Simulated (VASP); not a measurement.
Level of theory: PBE GGA, VASP's PBE PAW potentials (set 64) (plane waves; VASP 6.6.1).

A VASP calculation is set up with these files.

INCAR:
```
GGA = PE   ! PBE
LREAL = .False.
PREC = Accurate
SYSTEM = LaP
LWAVE = .False.
LASPH = .True.   ! aspherical one-centre terms
SIGMA = 0.05
NELM = 100
LCHARG = .False.
ISMEAR = 0
ENCUT = 400
EDIFF = 1E-6
ISIF = 2
ALGO = Damped
LMAXMIX = 6
```

**KPOINTS**
```
Automatic mesh
0
Gamma
5 5 3
0 0 0
```

### POSCAR
```
LaP
1
    4.2739150000     0.0000000000     0.0000000000
    0.0000000000     4.2739150000     0.0000000000
    0.0000000000     0.0000000000     7.5255390000
La P
2 2
Direct
  0.0000000000   0.5000000000   0.0000000000
  0.5000000000   0.0000000000   0.5000000000
  0.0000000000   0.0000000000   0.2500000000
  0.0000000000   0.0000000000   0.7500000000
```

POTCAR, in this order: La P (PBE.64 set). Program: vasp_std.

Output

File OSZICAR:
```
...
DMP:  12     0.732485212475E+02   -0.17170E+02   -0.10096E+03   240   0.306E+03  -0.139E+03
DMP:  13     0.360303744634E+02   -0.37218E+02   -0.69200E+02   240   0.186E+03  -0.338E+02
DMP:  14     0.243253745665E+02   -0.11705E+02   -0.72835E+02   240   0.213E+03  -0.799E+02
DMP:  15     0.132095411684E+02   -0.11116E+02   -0.49840E+02   240   0.155E+03  -0.788E+02
DMP:  16     0.107295753285E+01   -0.12137E+02   -0.26881E+02   240   0.861E+02  -0.494E+02
DMP:  17    -0.651512745906E+01   -0.75881E+01   -0.10839E+02   240   0.348E+02  -0.201E+02
DMP:  18    -0.116515298306E+02   -0.51364E+01   -0.37992E+01   240   0.942E+01   0.213E+00
DMP:  19    -0.144759697550E+02   -0.28244E+01   -0.21832E+01   240   0.364E+01   0.476E+01
DMP:  20    -0.163097358220E+02   -0.18338E+01   -0.17526E+01   240   0.295E+01   0.374E+01
DMP:  21    -0.177655874574E+02   -0.14559E+01   -0.13271E+01   240   0.221E+01   0.289E+01
DMP:  22    -0.189261031333E+02   -0.11605E+01   -0.99504E+00   240   0.154E+01   0.249E+01
DMP:  23    -0.198315773032E+02   -0.90547E+00   -0.80938E+00   240   0.125E+01   0.203E+01
DMP:  24    -0.205604178099E+02   -0.72884E+00   -0.64583E+00   240   0.997E+00   0.162E+01
DMP:  25    -0.211411937459E+02   -0.58078E+00   -0.51502E+00   240   0.797E+00   0.128E+01
DMP:  26    -0.215968630104E+02   -0.45567E+00   -0.40932E+00   240   0.644E+00   0.993E+00
DMP:  27    -0.219503761373E+02   -0.35351E+00   -0.33472E+00   240   0.554E+00   0.742E+00
DMP:  28    -0.222299670460E+02   -0.27959E+00   -0.26893E+00   240   0.458E+00   0.562E+00
DMP:  29    -0.224537151272E+02   -0.22375E+00   -0.20808E+00   240   0.351E+00   0.443E+00
DMP:  30    -0.226313546666E+02   -0.17764E+00   -0.16530E+00   240   0.272E+00   0.369E+00
DMP:  31    -0.227721704369E+02   -0.14082E+00   -0.14401E+00   240   0.250E+00   0.289E+00
DMP:  32    -0.228861952723E+02   -0.11402E+00   -0.12978E+00   240   0.244E+00   0.209E+00
DMP:  33    -0.229796808270E+02   -0.93486E-01   -0.11377E+00   240   0.230E+00   0.142E+00
DMP:  34    -0.230581867004E+02   -0.78506E-01   -0.92562E-01   240   0.190E+00   0.108E+00
DMP:  35    -0.231250216720E+02   -0.66835E-01   -0.70471E-01   240   0.137E+00   0.102E+00
DMP:  36    -0.231816188686E+02   -0.56597E-01   -0.54306E-01   240   0.951E-01   0.107E+00
DMP:  37    -0.232290370369E+02   -0.47418E-01   -0.47312E-01   240   0.794E-01   0.102E+00
DMP:  38    -0.232700296676E+02   -0.40993E-01   -0.45037E-01   240   0.795E-01   0.866E-01
DMP:  39    -0.233066473304E+02   -0.36618E-01   -0.40994E-01   240   0.758E-01   0.699E-01
DMP:  40    -0.233389780219E+02   -0.32331E-01   -0.35185E-01   240   0.654E-01   0.592E-01
DMP:  41    -0.233665390914E+02   -0.27561E-01   -0.31316E-01   240   0.593E-01   0.497E-01
DMP:  42    -0.233891873819E+02   -0.22648E-01   -0.31855E-01   240   0.663E-01   0.349E-01
DMP:  43    -0.234076155729E+02   -0.18428E-01   -0.35458E-01   240   0.839E-01   0.124E-01
DMP:  44    -0.234237036124E+02   -0.16088E-01   -0.36671E-01   240   0.948E-01  -0.805E-02
DMP:  45    -0.234399005887E+02   -0.16197E-01   -0.30229E-01   240   0.797E-01  -0.108E-01
DMP:  46    -0.234561563848E+02   -0.16256E-01   -0.19537E-01   240   0.467E-01   0.569E-02
DMP:  47    -0.234700626111E+02   -0.13906E-01   -0.13209E-01   240   0.251E-01   0.207E-01
DMP:  48    -0.234808464159E+02   -0.10784E-01   -0.11827E-01   240   0.216E-01   0.209E-01
DMP:  49    -0.234896741274E+02   -0.88277E-02   -0.11203E-01   240   0.225E-01   0.145E-01
DMP:  50    -0.234971417417E+02   -0.74676E-02   -0.10365E-01   240   0.224E-01   0.928E-02
DMP:  51    -0.235035146302E+02   -0.63729E-02   -0.93275E-02   240   0.211E-01   0.591E-02
DMP:  52    -0.235090327006E+02   -0.55181E-02   -0.81171E-02   240   0.187E-01   0.424E-02
DMP:  53    -0.235139247411E+02   -0.48920E-02   -0.64854E-02   240   0.146E-01   0.414E-02
DMP:  54    -0.235183613179E+02   -0.44366E-02   -0.46094E-02   240   0.925E-02   0.596E-02
DMP:  55    -0.235221450503E+02   -0.37837E-02   -0.35524E-02   240   0.607E-02   0.737E-02
DMP:  56    -0.235252609791E+02   -0.31159E-02   -0.31907E-02   240   0.543E-02   0.668E-02
DMP:  57    -0.235279639340E+02   -0.27030E-02   -0.28548E-02   240   0.503E-02   0.552E-02
DMP:  58    -0.235303143544E+02   -0.23504E-02   -0.25391E-02   240   0.459E-02   0.460E-02
DMP:  59    -0.235323429937E+02   -0.20286E-02   -0.23542E-02   240   0.444E-02   0.378E-02
DMP:  60    -0.235340978370E+02   -0.17548E-02   -0.23429E-02   240   0.476E-02   0.287E-02
DMP:  61    -0.235356202343E+02   -0.15224E-02   -0.24292E-02   240   0.541E-02   0.174E-02
DMP:  62    -0.235370015398E+02   -0.13813E-02   -0.22995E-02   240   0.544E-02   0.819E-03
DMP:  63    -0.235383447376E+02   -0.13432E-02   -0.17390E-02   240   0.398E-02   0.954E-03
DMP:  64    -0.235395743736E+02   -0.12296E-02   -0.11853E-02   240   0.228E-02   0.179E-02
DMP:  65    -0.235405514323E+02   -0.97706E-03   -0.10251E-02   240   0.183E-02   0.191E-02
DMP:  66    -0.235413315036E+02   -0.78007E-03   -0.10145E-02   240   0.203E-02   0.133E-02
DMP:  67    -0.235420047070E+02   -0.67320E-03   -0.95018E-03   240   0.206E-02   0.821E-03
DMP:  68    -0.235426090281E+02   -0.60432E-03   -0.79736E-03   240   0.175E-02   0.638E-03
DMP:  69    -0.235431596195E+02   -0.55059E-03   -0.60229E-03   240   0.122E-02   0.752E-03
DMP:  70    -0.235436493909E+02   -0.48977E-03   -0.46638E-03   240   0.808E-03   0.936E-03
DMP:  71    -0.235440737906E+02   -0.42440E-03   -0.41709E-03   240   0.680E-03   0.949E-03
DMP:  72    -0.235444507419E+02   -0.37695E-03   -0.39677E-03   240   0.673E-03   0.835E-03
DMP:  73    -0.235447963477E+02   -0.34561E-03   -0.37231E-03   240   0.652E-03   0.730E-03
DMP:  74    -0.235451139557E+02   -0.31761E-03   -0.34038E-03   240   0.602E-03   0.651E-03
DMP:  75    -0.235454066823E+02   -0.29273E-03   -0.29747E-03   240   0.512E-03   0.607E-03
DMP:  76    -0.235456726257E+02   -0.26594E-03   -0.25572E-03   240   0.417E-03   0.581E-03
DMP:  77    -0.235459091238E+02   -0.23650E-03   -0.22689E-03   240   0.362E-03   0.538E-03
DMP:  78    -0.235461178544E+02   -0.20873E-03   -0.20750E-03   240   0.338E-03   0.472E-03
DMP:  79    -0.235463025480E+02   -0.18469E-03   -0.19403E-03   240   0.332E-03   0.401E-03
DMP:  80    -0.235464664964E+02   -0.16395E-03   -0.18908E-03   240   0.346E-03   0.331E-03
DMP:  81    -0.235466166810E+02   -0.15018E-03   -0.18572E-03   240   0.359E-03   0.275E-03
DMP:  82    -0.235467588195E+02   -0.14214E-03   -0.17722E-03   240   0.350E-03   0.243E-03
DMP:  83    -0.235468949784E+02   -0.13616E-03   -0.16510E-03   240   0.323E-03   0.235E-03
DMP:  84    -0.235470264111E+02   -0.13143E-03   -0.14857E-03   240   0.279E-03   0.241E-03
DMP:  85    -0.235471526218E+02   -0.12621E-03   -0.13092E-03   240   0.229E-03   0.257E-03
DMP:  86    -0.235472716060E+02   -0.11898E-03   -0.12019E-03   240   0.199E-03   0.265E-03
DMP:  87    -0.235473799806E+02   -0.10837E-03   -0.11706E-03   240   0.201E-03   0.239E-03
DMP:  88    -0.235474801571E+02   -0.10018E-03   -0.11003E-03   240   0.196E-03   0.206E-03
DMP:  89    -0.235475738255E+02   -0.93668E-04   -0.95623E-04   240   0.166E-03   0.191E-03
DMP:  90    -0.235476602479E+02   -0.86422E-04   -0.80882E-04   240   0.129E-03   0.191E-03
DMP:  91    -0.235477380087E+02   -0.77761E-04   -0.73721E-04   240   0.114E-03   0.185E-03
DMP:  92    -0.235478093158E+02   -0.71307E-04   -0.71441E-04   240   0.113E-03   0.171E-03
DMP:  93    -0.235478775300E+02   -0.68214E-04   -0.70036E-04   240   0.114E-03   0.161E-03
DMP:  94    -0.235479443969E+02   -0.66867E-04   -0.68872E-04   240   0.112E-03   0.158E-03
DMP:  95    -0.235480109345E+02   -0.66538E-04   -0.66637E-04   240   0.106E-03   0.159E-03
DMP:  96    -0.235480759848E+02   -0.65050E-04   -0.65565E-04   240   0.104E-03   0.157E-03
DMP:  97    -0.235481400840E+02   -0.64099E-04   -0.62826E-04   240   0.978E-04   0.155E-03
DMP:  98    -0.235482016283E+02   -0.61544E-04   -0.59216E-04   240   0.910E-04   0.149E-03
DMP:  99    -0.235482600008E+02   -0.58372E-04   -0.55044E-04   240   0.832E-04   0.143E-03
DMP: 100    -0.235483144254E+02   -0.54425E-04   -0.51360E-04   240   0.775E-04   0.133E-03
   1 F= -.23548314E+02 E0= -.23546793E+02  d E =-.304284E-02
```

OUTCAR:
```
------------------------ aborting loop EDIFF was not reached (unconverged)  ----------------------------
  FORCE on cell =-STRESS in cart. coord.  units (eV):
  Direction    XX          YY          ZZ          XY          YZ          ZX
  --------------------------------------------------------------------------------------
  Total        1.3597864      1.3597864      1.1904326      0.0000000      0.0000000      0.0000000
  in kB       15.8486370     15.8486370     13.8747777      0.0000000      0.0000000      0.0000000
  external PRESSURE =      15.1906839 kB  Pullay stress =       0.0000000 kB
  volume of cell :      137.46
      direct lattice vectors                 reciprocal lattice vectors
     4.273915000  0.000000000  0.000000000     0.233977512  0.000000000  0.000000000
     0.000000000  4.273915000  0.000000000     0.000000000  0.233977512  0.000000000
     0.000000000  0.000000000  7.525539000     0.000000000  0.000000000  0.132880847
 POSITION                                       TOTAL-FORCE (eV/Angst)
 -----------------------------------------------------------------------------------
      0.00000      2.13696      0.00000         0.000000      0.000000     -0.000000
      2.13696      0.00000      3.76277         0.000000      0.000000     -0.000000
      0.00000      0.00000      1.88138         0.000000      0.000000      0.000000
      0.00000      0.00000      5.64415         0.000000      0.000000      0.000000
 -----------------------------------------------------------------------------------
    total drift:                                0.000000      0.000000      0.000000
  FREE ENERGIE OF THE ION-ELECTRON SYSTEM (eV)
  ---------------------------------------------------
  free  energy   TOTEN  =       -23.5483144254 eV

  energy  without entropy=      -23.5452715877  energy(sigma->0) =      -23.54679301
```
(Selected blocks of OUTCAR.)

stdout:
```
...
DMP:  82    -0.235467588195E+02   -0.14214E-03   -0.17722E-03   240   0.350E-03   0.243E-03
DMP:  83    -0.235468949784E+02   -0.13616E-03   -0.16510E-03   240   0.323E-03   0.235E-03
DMP:  84    -0.235470264111E+02   -0.13143E-03   -0.14857E-03   240   0.279E-03   0.241E-03
DMP:  85    -0.235471526218E+02   -0.12621E-03   -0.13092E-03   240   0.229E-03   0.257E-03
DMP:  86    -0.235472716060E+02   -0.11898E-03   -0.12019E-03   240   0.199E-03   0.265E-03
DMP:  87    -0.235473799806E+02   -0.10837E-03   -0.11706E-03   240   0.201E-03   0.239E-03
DMP:  88    -0.235474801571E+02   -0.10018E-03   -0.11003E-03   240   0.196E-03   0.206E-03
DMP:  89    -0.235475738255E+02   -0.93668E-04   -0.95623E-04   240   0.166E-03   0.191E-03
DMP:  90    -0.235476602479E+02   -0.86422E-04   -0.80882E-04   240   0.129E-03   0.191E-03
DMP:  91    -0.235477380087E+02   -0.77761E-04   -0.73721E-04   240   0.114E-03   0.185E-03
DMP:  92    -0.235478093158E+02   -0.71307E-04   -0.71441E-04   240   0.113E-03   0.171E-03
DMP:  93    -0.235478775300E+02   -0.68214E-04   -0.70036E-04   240   0.114E-03   0.161E-03
DMP:  94    -0.235479443969E+02   -0.66867E-04   -0.68872E-04   240   0.112E-03   0.158E-03
DMP:  95    -0.235480109345E+02   -0.66538E-04   -0.66637E-04   240   0.106E-03   0.159E-03
DMP:  96    -0.235480759848E+02   -0.65050E-04   -0.65565E-04   240   0.104E-03   0.157E-03
DMP:  97    -0.235481400840E+02   -0.64099E-04   -0.62826E-04   240   0.978E-04   0.155E-03
DMP:  98    -0.235482016283E+02   -0.61544E-04   -0.59216E-04   240   0.910E-04   0.149E-03
DMP:  99    -0.235482600008E+02   -0.58372E-04   -0.55044E-04   240   0.832E-04   0.143E-03
DMP: 100    -0.235483144254E+02   -0.54425E-04   -0.51360E-04   240   0.775E-04   0.133E-03
 final diagonalization occupied

 -----------------------------------------------------------------------------
|                                                                             |
|           W    W    AA    RRRRR   N    N  II  N    N   GGGG   !!!           |
|           W    W   A  A   R    R  NN   N  II  NN   N  G    G  !!!           |
|           W    W  A    A  R    R  N N  N  II  N N  N  G       !!!           |
|           W WW W  AAAAAA  RRRRR   N  N N  II  N  N N  G  GGG   !            |
|           WW  WW  A    A  R   R   N   NN  II  N   NN  G    G                |
|           W    W  A    A  R    R  N    N  II  N    N   GGGG   !!!           |
|                                                                             |
|     The electronic self-consistency was not achieved in the given           |
|     number of steps (NELM). The forces and other quantities evaluated       |
|     might not be reliable so examine the results carefully. If you find     |
|     spurious results, we suggest increasing NELM, if you were close to      |
|     convergence or switching to a different ALGO or adjusting the           |
|     density mixing parameters otherwise.                                    |
|                                                                             |
 -----------------------------------------------------------------------------

   1 F= -.23548314E+02 E0= -.23546793E+02  d E =-.304284E-02
```

Convergence was not reached.

The structure was generated: LaP was put into the PtS type (P4_2/mmc), which need not be its known phase. The cell was not relaxed at this level. The run is one of a series of settings (ALGO = Damped against the base run), some of them coarse on purpose.
